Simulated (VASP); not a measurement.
# PtBr2 (R-3m) in VASP: notebook

One crystal, PtBr2, is run at these levels: LDA+U; tasks: single point.

Everything below comes from runs of VASP 6.6.1. Logs are shortened: lines on timing, memory, paths and dates and some standing lists are left out, and cuts for length are marked.

### 1 The crystal as given

It takes space group R-3m (No. 166, trigonal). Conventional cell: a = 4.055 Å, b = 4.055 Å, c = 18.391 Å, α = 90.00°, β = 90.00°, γ = 120.00°. Around Pt (site symmetry -3m) lie 6 Br at 2.78 Å. Around Br (site symmetry 3m) lie 3 Pt at 2.78 Å.

The cell was built by a generator and needn't be a form met in nature.

### 2 Single point, LDA+U, collinear spin, ferromagnetic start

File INCAR:

```
  PREC = Accurate
  ENCUT = 520
  EDIFF = 1E-6
  ISMEAR = 0
  SIGMA = 0.05
  LREAL = F
  LASPH = T
  NELM = 100
  ALGO = Normal
  ISIF = 2
  LWAVE = F
  LCHARG = T
  ISPIN = 2
  MAGMOM = 0.5 0 0
  LORBIT = 11
  LMAXMIX = 4
  LDAU = T
  LDAUTYPE = 2
  LDAUL = 2 -1
  LDAUU = 4 0
  LDAUJ = 0 0
  LDAUPRINT = 1
  GGA = CA
  LELF = T
  LVHAR = T
```

File KPOINTS:

```
regular mesh
0
Gamma
  6 6 6
```

File POSCAR:

```
PtBr2
1.0
    2.0275947800      1.1706323900      6.1301826500
   -2.0275947800      1.1706323900      6.1301826500
    0.0000000000     -2.3412647800      6.1301826500
Pt Br
1 2
Direct
    0.0000000000      0.0000000000      0.0000000000
    0.2520000000      0.2520000000      0.2520000000
    0.7480000000      0.7480000000      0.7480000000
```

Potentials or basis: VASP PAW LDA potentials, release 64 (Pt, Br).

Started as:

```bash
$ cat potpaw_LDA.64/Pt/POTCAR potpaw_LDA.64/Br/POTCAR > POTCAR
$ mpirun -np 1 vasp_std > vasp.out
```

OUTCAR:

```text
PREC = Accurate
   ENCUT = 520
   EDIFF = 1E-6
   ISMEAR = 0
   LREAL = F
   LASPH = T
   NELM = 100
   ISIF = 2
   ISPIN = 2
   LORBIT = 11
   GGA = CA

 ion  position               nearest neighbor table
   1  0.000  0.000  0.000-   3 2.78   2 2.78   3 2.78   3 2.78   2 2.78   2 2.78
   2  0.252  0.252  0.252-   1 2.78   1 2.78   1 2.78
   3  0.748  0.748  0.748-   1 2.78   1 2.78   1 2.78

  LATTYP: Found a trigonal (rhomboedric) cell.
 ALAT       =     6.5620621840
 COS(alpha) =     0.8090535272

  Lattice vectors:

 A1 = (   2.0275947800,   1.1706323900,   6.1301826500)
 A2 = (  -2.0275947800,   1.1706323900,   6.1301826500)
 A3 = (   0.0000000000,  -2.3412647800,   6.1301826500)

Analysis of symmetry for initial positions (statically):
=====================================================================
 Subroutine PRICEL returns:
 Original cell was already a primitive cell.

 Routine SETGRP: Setting up the symmetry group for a
 trigonal (rhombohedral) supercell.

 Subroutine GETGRP returns: Found 12 space group operations
 (whereof 12 operations were pure point group operations)
 out of a pool of 12 trial point group operations.

The static configuration has the point symmetry D_3d.

Analysis of symmetry for dynamics (positions and initial velocities):
=====================================================================
 Subroutine PRICEL returns:
 Original cell was already a primitive cell.

 Routine SETGRP: Setting up the symmetry group for a
 trigonal (rhombohedral) supercell.

 Subroutine GETGRP returns: Found 12 space group operations
 (whereof 12 operations were pure point group operations)
 out of a pool of 12 trial point group operations.

The dynamic configuration has the point symmetry D_3d.

Analysis of structural, dynamic, and magnetic symmetry:
=====================================================================
 Subroutine PRICEL returns:
 Original cell was already a primitive cell.

 Routine SETGRP: Setting up the symmetry group for a
 trigonal (rhombohedral) supercell.

 Subroutine GETGRP returns: Found 12 space group operations
 (whereof 12 operations were pure point group operations)
 out of a pool of 12 trial point group operations.

The overall configuration has the point symmetry D_3d.

 Subroutine INISYM returns: Found 12 space group operations
 (whereof 12 operations are pure point group operations),
 and found     1 'primitive' translations

----------------------------------------------------------------------------------------

                                     Primitive cell

  volume of cell :      87.3024

  direct lattice vectors                    reciprocal lattice vectors
     2.027594780  1.170632390  6.130182650     0.246597597  0.142373189  0.054375759
    -2.027594780  1.170632390  6.130182650    -0.246597597  0.142373189  0.054375759
     0.000000000 -2.341264780  6.130182650     0.000000000 -0.284746378  0.054375759

  length of vectors
     6.562062184  6.562062184  6.562062183     0.289891743  0.289891743  0.289891744

  position of ions in fractional coordinates (direct lattice)
     0.000000000  0.000000000  0.000000000
     0.252000000  0.252000000  0.252000000
     0.748000000  0.748000000  0.748000000

  ion indices of the primitive-cell ions
   primitive index   ion index
                 1           1
                 2           2
                 3           3

----------------------------------------------------------------------------------------
[... 86 lines left out ...]
   EFERMI_NEDOS =   21; number of points for ismear=-14 and -15
   IALGO  =     38    algorithm
   IMIX   =      4    mixing-type and parameters
     AMIX     =   0.40;   BMIX     =  1.00
     AMIX_MAG =   1.60;   BMIX_MAG =  1.00
  volume/ion in A,a.u.               =      29.10       196.38
  Fermi-wavevector in a.u.,A,eV,Ry     =   1.064477  2.011571 15.416927  1.133112
  Thomas-Fermi vector in A             =   2.199997
   LORBIT       =     11    0 simple, 1 ext, 2 COOP (PROOUT), +10 PAW based schemes
 LDA+U is selected, type is set to LDAUTYPE =  2
   angular momentum for each species LDAUL =     2   -1
   U (eV)           for each species LDAUU =   4.0  0.0
   J (eV)           for each species LDAUJ =   0.0  0.0
   GGA     = CA    functional components
   LHFCALC =     F    Hartree Fock is set to
   AEXX    =    0.0000 exact exchange contribution
   IVDW    =     0    specifies the selected vdW correction
   LEPSILON=     F    determine dielectric tensor
   LRPA    =     F    only Hartree local field effects (RPA)
 spin polarized calculation
 Gauss-broadening in eV      SIGMA  =   0.05
  energy-cutoff  :      520.00
  volume of cell :       87.30
 maximum number of plane-waves:      2373
 NGX is ok and might be reduce to    50
   NGX = 25   NGY = 25   NGZ = 25

 number of electron      23.9999998 magnetization       0.8118015

 Free energy of the ion-electron system (eV)
  ---------------------------------------------------
  ext. energy  EPLUGINS =         0.00000000
  ---------------------------------------------------
  free energy    TOTEN  =        -8.08593311 eV

  energy without entropy =       -8.07742549  energy(sigma->0) =       -8.08167930

atom =   1  type =  1  l = 2

 onsite density matrix

spin component  1

  0.9520 -0.0000 -0.0000  0.0196  0.0000
 -0.0000  0.9626 -0.0000  0.0000  0.0196
 -0.0000 -0.0000  0.9379  0.0000 -0.0000
  0.0196  0.0000  0.0000  0.9626  0.0000
  0.0000  0.0196 -0.0000  0.0000  0.9520

spin component  2

  0.7195  0.0000  0.0000 -0.2832 -0.0000
  0.0000  0.5477  0.0000 -0.0000 -0.2832
  0.0000  0.0000  0.9308 -0.0000 -0.0000
 -0.2832 -0.0000 -0.0000  0.5477 -0.0000
 -0.0000 -0.2832 -0.0000 -0.0000  0.7195

 occupancies and eigenvectors

  o =  0.3377  v =  0.0000  0.0000  0.0000  0.0000  0.0000  0.0000  0.8032  0.0000  0.0000  0.5957      0.0000  0.0000  0.0000  0.0000  0.0000  0.0000  0.0000  0.0000  0.0000  0.0000
  o =  0.3377  v =  0.0000  0.0000  0.0000  0.0000  0.0000 -0.5957  0.0000  0.0000 -0.8032 -0.0000      0.0000  0.0000  0.0000  0.0000  0.0000  0.0000  0.0000  0.0000  0.0000  0.0000
  o =  0.9296  v =  0.0000  0.0000  0.0000  0.0000  0.0000  0.0000 -0.5957  0.0000  0.0000  0.8032      0.0000  0.0000  0.0000  0.0000  0.0000  0.0000  0.0000  0.0000  0.0000  0.0000
  o =  0.9296  v =  0.0000  0.0000  0.0000  0.0000  0.0000 -0.8032  0.0000 -0.0000  0.5957  0.0000      0.0000  0.0000  0.0000  0.0000  0.0000  0.0000  0.0000  0.0000  0.0000  0.0000
  o =  0.9308  v =  0.0000  0.0000  0.0000  0.0000  0.0000  0.0000 -0.0000 -1.0000  0.0000  0.0000      0.0000  0.0000  0.0000  0.0000  0.0000  0.0000  0.0000  0.0000  0.0000  0.0000
  o =  0.9371  v =  0.0000 -0.6078  0.0000 -0.0000  0.7941  0.0000  0.0000  0.0000  0.0000  0.0000      0.0000  0.0000  0.0000  0.0000  0.0000  0.0000  0.0000  0.0000  0.0000  0.0000
  o =  0.9371  v = -0.7941  0.0000 -0.0000  0.6078  0.0000  0.0000  0.0000  0.0000  0.0000  0.0000      0.0000  0.0000  0.0000  0.0000  0.0000  0.0000  0.0000  0.0000  0.0000  0.0000
  o =  0.9379  v =  0.0000  0.0000  1.0000  0.0000 -0.0000  0.0000  0.0000  0.0000  0.0000  0.0000      0.0000  0.0000  0.0000  0.0000  0.0000  0.0000  0.0000  0.0000  0.0000  0.0000
  o =  0.9776  v =  0.0000 -0.7941  0.0000  0.0000 -0.6078  0.0000  0.0000  0.0000  0.0000  0.0000      0.0000  0.0000  0.0000  0.0000  0.0000  0.0000  0.0000  0.0000  0.0000  0.0000
  o =  0.9776  v =  0.6078  0.0000 -0.0000  0.7941  0.0000  0.0000  0.0000  0.0000  0.0000  0.0000      0.0000  0.0000  0.0000  0.0000  0.0000  0.0000  0.0000  0.0000  0.0000  0.0000

 number of electron      23.9999998 magnetization       1.9998183

 Free energy of the ion-electron system (eV)
  ---------------------------------------------------
  ext. energy  EPLUGINS =         0.00000000
  ---------------------------------------------------
  free energy    TOTEN  =        -8.79632840 eV

  energy without entropy =       -8.79632840  energy(sigma->0) =       -8.79632840

 E-fermi :   1.8326     XC(G=0):  -9.1798

 val. band max:        1.5821265036   @ k =   0.5000   0.5000   0.5000
 cond. band min:       2.4976545477   @ k =   0.5000   0.1667   0.1667
 fundamental gap:      0.9155280440
 Fermi energy:         1.8326057843

 spin component 1

 k-point     1 :       0.0000    0.0000    0.0000
  band No.  band energies     occupation
      1     -13.4082      1.00000
      2     -12.7563      1.00000
      3      -3.5941      1.00000
      4      -3.5941      1.00000
      5      -3.5833      1.00000
      6      -1.8123      1.00000
[... 895 lines left out ...]
      5      -1.6866      1.00000
      6      -1.4819      1.00000
[... 8 lines left out ...]
     15       7.8041      0.00000
     16       8.8967      0.00000

 [... further k-points ...]

------------------------ aborting loop because EDIFF is reached ----------------------------------------

  FORCE on cell =-STRESS in cart. coord.  units (eV):
  Direction    XX          YY          ZZ          XY          YZ          ZX
  --------------------------------------------------------------------------------------
  -------------------------------------------------------------------------------------
  Total       -5.1049800     -5.1049800     -3.8710372     -0.0000000      0.0000000      0.0000000
  in kB      -93.6867698    -93.6867695    -71.0414082     -0.0000000      0.0000000      0.0000000
  external PRESSURE =     -86.1383158 kB  Pullay stress =       0.0000000 kB

 VOLUME and BASIS-vectors are now :
 -----------------------------------------------------------------------------
  energy-cutoff  :      520.00
  volume of cell :       87.30
      direct lattice vectors                 reciprocal lattice vectors
     2.027594780  1.170632390  6.130182650     0.246597597  0.142373189  0.054375759
    -2.027594780  1.170632390  6.130182650    -0.246597597  0.142373189  0.054375759
     0.000000000 -2.341264780  6.130182650     0.000000000 -0.284746378  0.054375759

 POSITION                                       TOTAL-FORCE (eV/Angst)
 -----------------------------------------------------------------------------------
      0.00000      0.00000      0.00000        -0.000000      0.000000     -0.000000
      0.00000      0.00000      4.63442         0.000000      0.000000      1.137723
      0.00000      0.00000     13.75613         0.000000     -0.000000     -1.137723
 -----------------------------------------------------------------------------------
    total drift:                               -0.000000      0.000000     -0.000000

  FREE ENERGIE OF THE ION-ELECTRON SYSTEM (eV)
  ---------------------------------------------------
  free  energy   TOTEN  =        -8.7963283964 eV

  energy  without entropy=       -8.7963283964  energy(sigma->0) =       -8.79632840

 total charge

# of ion       s       p       d       tot
------------------------------------------
    1        0.446   0.291   8.186   8.923
    2        1.621   3.113   0.023   4.757
    3        1.621   3.113   0.023   4.757
--------------------------------------------------
tot          3.688   6.517   8.232  18.437

 magnetization (x)

# of ion       s       p       d       tot
------------------------------------------
    1        0.005   0.002   1.299   1.306
    2        0.012   0.244   0.004   0.259
    3        0.012   0.244   0.004   0.259
--------------------------------------------------
tot          0.028   0.490   1.306   1.825
```

It took 3.4 min on 1 thread of Intel Xeon Platinum 8488C (Sapphire Rapids), shared host; peak memory 0.34 GiB.

Results:

```
Free energy                                           : -8.7963 eV
Pressure                                              : -8.6 GPa
Largest force                                         : 1.138 eV/Å
Band gap on the k mesh                                : 0.92 eV, indirect (least direct gap 1.11 eV)
Net moment                                            : 2.00 μB per cell
Site moments                                          : Pt +1.31; Br +0.26 μB
Valence electrons inside the program's atomic spheres : Pt 8.92; Br 4.76
```

Forces in eV/Å, atoms in the order of the input:
```
Pt   0.000  0.000  0.000
Br   0.000  0.000  1.138
Br   0.000  0.000 -1.138
```

Stress tensor (GPa, compression positive):
```
-9.37  0.00  0.00
 0.00 -9.37  0.00
 0.00  0.00 -7.10
```

Levels at points of the mesh, in eV from the valence-band top:
Spin up:
| k point | band 9 | band 10 | band 11 | band 12 | band 13 | band 14 | band 15 | band 16 |
| --- | --- | --- | --- | --- | --- | --- | --- | --- |
| (0.00, 0.00, 0.00) | -1.57 | -1.57 | -1.15 | -0.13 | -0.13 | 1.89 | 4.71 | 7.70 |
| (0.50, 0.00, 0.00) | -2.73 | -2.54 | -2.37 | -0.67 | -0.32 | 3.53 | 5.91 | 7.86 |
| (0.50, 0.50, 0.00) | -2.79 | -2.59 | -2.12 | -0.07 | -0.03 | 2.78 | 5.12 | 7.79 |
| (0.50, 0.50, 0.50) | -2.45 | -1.72 | -1.72 | 0.00 | 0.00 | 3.31 | 4.78 | 8.11 |
Spin down:
| k point | band 9 | band 10 | band 11 | band 12 | band 13 | band 14 |
| --- | --- | --- | --- | --- | --- | --- |
| (0.00, 0.00, 0.00) | -1.32 | -1.32 | -0.90 | 1.48 | 1.48 | 2.14 |
| (0.50, 0.00, 0.00) | -2.28 | -2.13 | -2.12 | 1.22 | 1.37 | 3.87 |
| (0.50, 0.50, 0.00) | -2.28 | -2.07 | -1.88 | 1.60 | 1.60 | 3.09 |
| (0.50, 0.50, 0.50) | -2.03 | -1.47 | -1.47 | 1.56 | 1.56 | 3.61 |

Eigenvalues of the final occupation matrices:
```tsv
site	spin	trace	eigenvalues
site 1 d	1	4.77	0.94 0.94 0.94 0.98 0.98
site 1 d	2	3.47	0.34 0.34 0.93 0.93 0.93
```

Caveat: spin-orbit coupling is left out, which moves the levels of the heavy elements; forces of over 1 eV/Å show positions far from the minimum, so gaps and moduli don't describe the material at rest. The state reached can hang on the start; a lower one may exist.

[end of part 1 of 2]
